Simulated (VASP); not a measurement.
Given:

```xyz
2
Lattice="0.0000 2.7155 2.7155 2.7155 0.0000 2.7155 2.7155 2.7155 0.0000" Properties=species:S:1:pos:R:3 pbc="T T T"
Si     0.0000     0.0000     0.0000
Si     1.3578     1.3578     1.3578
```

Calculation: PW91 GGA, VASP's PBE PAW potentials (set 64) (plane waves; VASP). Run with 520 eV cut-off, 8×8×8 Γ-centred mesh, Gaussian smearing of 0.050 eV, potentials Si.

Energy and stress use the plane-wave basis of the starting cell.

Problem. The ions, cell shape and volume are relaxed. Give the cell that the relaxation ends in.

Solution. 
```xyz
2
Lattice="0.0000 2.7344 2.7344 2.7344 0.0000 2.7344 2.7344 2.7344 0.0000" Properties=species:S:1:pos:R:3 pbc="T T T"
Si     0.0000     0.0000     0.0000
Si     1.3672     1.3672     1.3672
```
Space group Fd-3m (227), at a tolerance of 0.03 Å.

Problem. How do energy and volume change from the first to the last step?

Solution. The energy (σ→0) changes by -2.5 meV/atom and the volume by +2.1 %, in 3 ionic steps.

```
step  E(σ→0) (eV)  max force (eV/Å)  pressure (GPa)  volume (Å³)
----  -----------  ----------------  --------------  -----------
1        -10.8244             0.000            1.94        40.05
2        -10.8271             0.000           -1.22        41.47
3        -10.8294             0.000            0.00        40.89
```

The compound is Si in the diamond structure. This run relaxes it. Symmetry was kept, so distortions that lower it aren't found.
